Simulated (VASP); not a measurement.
Given:

```
Sb
1.0
    2.16355    -6.01056     0.00000
    2.16355     6.01056     0.00000
    0.00000     0.00000     4.57014
Sb
4
Direct
  0.38100   0.61900   0.53613
  0.61900   0.38100   0.46387
  0.88100   0.11900   0.96387
  0.11900   0.88100   0.03613
```

All values below come from PBEsol GGA, VASP's PBE PAW potentials (set 64) (plane waves; VASP). Settings: 400 eV cut-off, Gaussian smearing of 0.050 eV, potentials Sb.

Without a dispersion term in the relaxation, distances and binding between the weakly bound layers, chains or molecules are unreliable, and so is what depends on them.

### Question
Give the energies of bands 4 to 13 at the high-symmetry points, in eV from the Fermi level.

### Answer

| band | Γ | Y | C0 | Z | A0 | T | S | R |
|---|---|---|---|---|---|---|---|---|
| 4 | -5.21 | -5.13 | -7.55 | -7.63 | -8.11 | -8.62 | -8.41 | -8.02 |
| 5 | -4.91 | -3.30 | -3.21 | -3.59 | -5.06 | -1.55 | -2.57 | -4.80 |
| 6 | -3.46 | -3.08 | -1.62 | -3.59 | -5.06 | -1.55 | -2.57 | -4.80 |
| 7 | -2.68 | -2.90 | -1.45 | -1.27 | -3.36 | -1.02 | -1.53 | -4.02 |
| 8 | -2.15 | -1.50 | -1.38 | -1.27 | -3.36 | -1.02 | -1.53 | -4.02 |
| 9 | -1.35 | -1.14 | -1.08 | -0.12 | -1.62 | -0.61 | -1.00 | -1.38 |
| 10 | -0.37 | -0.67 | -1.01 | -0.12 | -1.62 | -0.61 | -1.00 | -1.38 |
| 11 | 2.30 | -0.01 | 0.37 | 0.60 | 2.25 | 1.03 | 0.59 | 1.73 |
| 12 | 2.68 | 2.39 | 0.38 | 0.60 | 2.25 | 1.03 | 0.59 | 1.73 |
| 13 | 3.06 | 2.40 | 0.68 | 0.80 | 4.28 | 1.57 | 1.34 | 5.35 |

It has no gap at this level: it comes out as a metal or semimetal.

The structure was generated: Sb was put into the black-P type (Cmce), which need not be its known phase. It was relaxed first, which changed the volume by -20 %.
